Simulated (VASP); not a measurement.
Elastic constants (GPa) of a crystal from PBEsol GGA, VASP's PBE PAW potentials (set 64) in VASP:

```json
[
 {"": "xx", "xx": "794.0", "yy": "184.2", "zz": "184.2", "yz": "0.0", "xz": "0.0", "xy": "0.0"},
 {"": "yy", "xx": "184.2", "yy": "794.0", "zz": "184.2", "yz": "0.0", "xz": "0.0", "xy": "0.0"},
 {"": "zz", "xx": "184.2", "yy": "184.2", "zz": "794.0", "yz": "0.0", "xz": "0.0", "xy": "0.0"},
 {"": "yz", "xx": "0.0", "yy": "0.0", "zz": "0.0", "yz": "457.2", "xz": "0.0", "xy": "0.0"},
 {"": "xz", "xx": "0.0", "yy": "0.0", "zz": "0.0", "yz": "0.0", "xz": "457.2", "xy": "0.0"},
 {"": "xy", "xx": "0.0", "yy": "0.0", "zz": "0.0", "yz": "0.0", "xz": "0.0", "xy": "457.2"}
]
```

Problem. Work out the Voigt, Reuss and Hill moduli, Young's modulus and Poisson's ratio.

Solution. All eigenvalues are positive (smallest 457.2 GPa), so the crystal is stable. K_V = (C11+C22+C33+2(C12+C13+C23))/9 = (2382.0 + 2×552.6)/9 = 387.5 GPa; G_V = (2382.0 − 552.6 + 3×1371.6)/15 = 396.3 GPa. From the compliances, K_R = 387.5 GPa and G_R = 381.1 GPa. Hill: K = 387.5 GPa, G = 388.7 GPa, E = 9KG/(3K+G) = 873.8 GPa, ν = (3K−2G)/(2(3K+G)) = 0.124. K/G = 1.00, below Pugh's 1.75; universal anisotropy A^U = 0.20.

Problem. With a density of 3.51 g/cm³, what are the mean sound speeds?

Solution. v_l = √((K+4G/3)/ρ) = 16.06 km/s and v_t = √(G/ρ) = 10.52 km/s. The crystal is BN (zinc blende), cubic.

The compound is BN in the zinc blende structure. It was relaxed first.
